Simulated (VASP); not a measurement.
Given:

```
CELL_PARAMETERS angstrom
      4.36685     0.00000     0.00000
      0.00000     4.36685     0.00000
      0.00000     0.00000     4.36685
ATOMIC_POSITIONS crystal
  Tl 0.00000 0.00000 0.00000
  Sn 0.50000 0.50000 0.50000
  F  0.00000 0.50000 0.50000
  F  0.50000 0.50000 0.00000
  F  0.50000 0.00000 0.50000
```

Calculation: PBE GGA, VASP's PBE PAW potentials (set 64) (plane waves; VASP). Numerical set-up: 400 eV cut-off, 5×5×5 Γ-centred mesh, Gaussian smearing of 0.050 eV, potentials Tl_d Sn_d F.

At this cut-off the stress carries a Pulay error, which pulls relaxed volumes low. Energy and stress use the plane-wave basis of the starting cell.

The ions, cell shape and volume are relaxed. Which structure does the run end with?

```
CELL_PARAMETERS angstrom
      4.47890     0.00000     0.00000
      0.00000     4.47890     0.00000
      0.00000     0.00000     4.47890
ATOMIC_POSITIONS crystal
  Tl 0.00000 0.00000 0.00000
  Sn 0.50000 0.50000 0.50000
  F  0.00000 0.50000 0.50000
  F  0.50000 0.50000 0.00000
  F  0.50000 0.00000 0.50000
```
Space group Pm-3m (221), at a tolerance of 0.03 Å.

How do energy and volume change from the first to the last step?

The energy (σ→0) changes by -40.4 meV/atom and the volume by +7.9 %, in 7 ionic steps.

The structure was generated: TlSnF3 was put into an ordered model structure, which need not be its known phase. This run relaxes it. Symmetry was kept, so distortions that lower it aren't found. The run is one of a series of settings (EDIFFG = -0.01, IBRION = 2, ISIF = 3, NSW = 50 against the base run), some of them coarse on purpose.
